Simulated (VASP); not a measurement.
Input:

```
CELL_PARAMETERS angstrom
      4.46576     0.00000     0.00000
      0.00000     4.46576     0.00000
      0.00000     0.00000     2.97874
ATOMIC_POSITIONS crystal
  Mg 0.00000 0.00000 0.00000
  Mg 0.50000 0.50000 0.50000
  H  0.30460 0.30460 0.00000
  H  0.80460 0.19540 0.50000
  H  0.19540 0.80460 0.50000
  H  0.69540 0.69540 0.00000
```

The numbers are results of SCAN meta-GGA, VASP's PBE PAW potentials (set 64) (plane waves; VASP), not measurements. Settings: 520 eV cut-off, 6×6×8 Γ-centred mesh, tetrahedra with Blöchl corrections, potentials Mg H.

The path is coarsely sampled, so an indirect gap can come out somewhat too large.

Question: Estimate the energy per atom (σ→0), band gap (over mesh and band path) with the smallest direct gap where there is one.

Answer: 
```json
{
  "band gap (over mesh and band path)": "4.38 eV",
  "smallest direct gap (over mesh and band path)": "5.25 eV",
  "energy per atom (σ→0)": "-4.239 eV/atom"
}
```

Total energies compare only between runs with the same potentials, cut-off and functional.

The compound is MgH2 in the rutile structure. It was relaxed first.
